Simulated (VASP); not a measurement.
Method: PBE GGA, VASP's PBE PAW potentials (set 64) (plane waves; VASP).

A VASP calculation is set up with these files.

INCAR:
```
SYSTEM  =  CsI
PREC  =  Accurate; ENCUT  =  480; LREAL  =  .FALSE.
LASPH  =  .TRUE.
EDIFF  =  1E-7; NELM  =  100; ALGO  =  Normal
LMAXMIX  =  4
ISMEAR  =  0; SIGMA  =  0.05
GGA  =  PE
IBRION  =  2; NSW  =  40; ISIF  =  3
EDIFFG  =  -0.01; PSTRESS  =  50
LWAVE  =  .FALSE.; LCHARG  =  .FALSE.
```

**KPOINTS**
```
kpoints
0
gamma
6 6 6
0 0 0
```

POSCAR:
```
CsI
1
    4.2832924079     0.0000000000     0.0000000000
   -0.0000000000     4.2832924079     0.0000000000
   -0.0000000000     0.0000000000     4.2832924079
Cs I
1 1
Direct
  0.0000000000   0.0000000000   0.0000000000
  0.5000000000   0.5000000000   0.5000000000
```

POTCAR, in this order: Cs_sv I (PBE.64 set). Program: vasp_std.

Q: What will the output report for the number of irreducible k-points (NKPTS), number of bands (NBANDS), largest plane-wave count, number of space-group operations, FFT grid (NGX, NGY, NGZ)?

A: 
```
Item                                          Result
--------------------------------------  ------------
number of irreducible k-points (NKPTS)            20
number of bands (NBANDS)                          12
largest plane-wave count                        1924
number of space-group operations                  48
FFT grid (NGX, NGY, NGZ)                32 × 32 × 32
```

The compound is CsI in the CsCl type structure. It was relaxed first under an external pressure of 5 GPa.
